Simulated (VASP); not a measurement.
An input for Quantum ESPRESSO's pw.x (written as the equivalent of a VASP run, and not itself run):

```
&CONTROL
  calculation = 'vc-relax'
  pseudo_dir = './pseudo'
  outdir = './out'
  tprnfor = .true.
  tstress = .true.
  nstep = 60
  forc_conv_thr = 0.00078
/
&SYSTEM
  ibrav = 0
  nat = 4
  ntyp = 2
  ecutwfc = 66
  occupations = 'smearing'
  smearing = 'methfessel-paxton'
  degauss = 0.00735
  input_dft = 'pbesol'
/
&ELECTRONS
  conv_thr = 7.3e-08
  electron_maxstep = 100
/
&IONS
/
&CELL
/
ATOMIC_SPECIES
  Hg 200.592 Hg.upf
  S 32.060 S.upf
CELL_PARAMETERS angstrom
     4.1584655    0.0000000    0.0000000
    -2.0792328    3.6013366   -0.0000000
     0.0000000    0.0000000    6.7998373
ATOMIC_POSITIONS crystal
  Hg   0.3333330  0.6666670  0.0000769
  Hg   0.6666670  0.3333330  0.5000769
  S    0.3333330  0.6666670  0.3749231
  S    0.6666670  0.3333330  0.8749231
K_POINTS automatic
  8 8 4 0 0 0
```

Task: Translate this input to VASP (INCAR, KPOINTS, POSCAR, choice of POTCAR).

Result: Several could match; the one computed here: 
**INCAR**
```
ALGO = Normal
EDIFF = 1E-6
EDIFFG = -0.02
ENCUT = 400
GGA = PS
IBRION = 2
ISIF = 3
ISMEAR = 1
LASPH = T
LCHARG = F
LMAXMIX = 6
LREAL = F
LWAVE = F
NELM = 100
NSW = 60
PREC = Accurate
SIGMA = 0.1
SYSTEM = HgS
```

File KPOINTS:
```
K-points
0
Gamma
 8 8 4
```

POSCAR:
```
HgS
1
    4.1584655296     0.0000000000     0.0000000000
   -2.0792327648     3.6013365716    -0.0000000000
    0.0000000000     0.0000000000     6.7998372695
Hg S
2 2
Direct
  0.3333330000   0.6666670000   0.0000769028
  0.6666670000   0.3333330000   0.5000769028
  0.3333330000   0.6666670000   0.3749230972
  0.6666670000   0.3333330000   0.8749230972
```

POTCAR, in this order: Hg S (PBE.64 set). Program: vasp_std.

Limits of the translation: the potentials are each code's own (VASP's PAW set, PseudoDojo norm-conserving files in pw.x), so ENCUT and ecutwfc are chosen apart and not converted; conv_thr bounds pw.x's estimated SCF error, while EDIFF bounds the energy change between steps; forc_conv_thr acts on force components and is met together with etot_conv_thr.

The structure was generated: HgS was put into the wurtzite type (P6_3mc), which need not be its known phase. This run relaxes it. Symmetry was kept, so distortions that lower it aren't found. The start is the result of an earlier pass.
